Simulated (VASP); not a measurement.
Mg2CdS3:

```
CELL_PARAMETERS angstrom
6.34263 0.00000 0.00000
-3.17131 5.49288 0.00000
0.00000 0.00000 3.66064
ATOMIC_POSITIONS crystal
Mg 0.33333 0.66667 0.50000
Mg 0.66667 0.33333 0.50000
Cd 0.00000 0.00000 0.50000
S 0.50000 0.50000 0.00000
S 0.50000 0.00000 0.00000
S 0.00000 0.50000 0.00000
```

The cell was built by a generator and needn't be a form met in nature.

| Quantity | Value |
| --- | --- |
| Program | VASP 6.6.1 |
| Task | relaxation of cell and atoms |
| Functional | PBE |
| Potentials or basis | VASP PAW PBE potentials, release 64 (Mg, Cd, S) |
| Cutoff | 520 eV |
| k mesh | 3 × 3 × 4 |
| Occupations | gaussian, width 0.15 eV |
| Spin | no spin polarisation |

At the start: pressure -0.0 GPa; volume 21.26 Å³/atom.

Q: How do energy, volume and symmetry change on relaxing?

A: Over 4 steps the energy falls by 13.2 meV/atom and the volume is 21.73 Å³/atom (+2.2 %); space group P6/mmm (No. 191, to 0.05 Å).

The path:
```tsv
step	energy change (eV)	largest force (eV/Å)	pressure (GPa)	volume (Å³)
1	0.0000	0.0000	-0.03	127.53
2	-0.0503	0.0000	0.40	127.44
3	-0.0692	0.0000	1.04	127.24
4	-0.0789	0.0000	-0.14	130.37
```

Final structure:
```
CELL_PARAMETERS angstrom
6.54214 0.00000 0.00000
-3.27107 5.66566 0.00000
0.00000 0.00000 3.51734
ATOMIC_POSITIONS crystal
Mg 0.33333 0.66667 0.50000
Mg 0.66667 0.33333 0.50000
Cd 0.00000 0.00000 0.50000
S 0.50000 0.50000 0.00000
S 0.50000 0.00000 0.00000
S 0.00000 0.50000 0.00000
```

Caveat: the k mesh is coarse (spacing up to 0.43 Å⁻¹), so the values aren't converged.
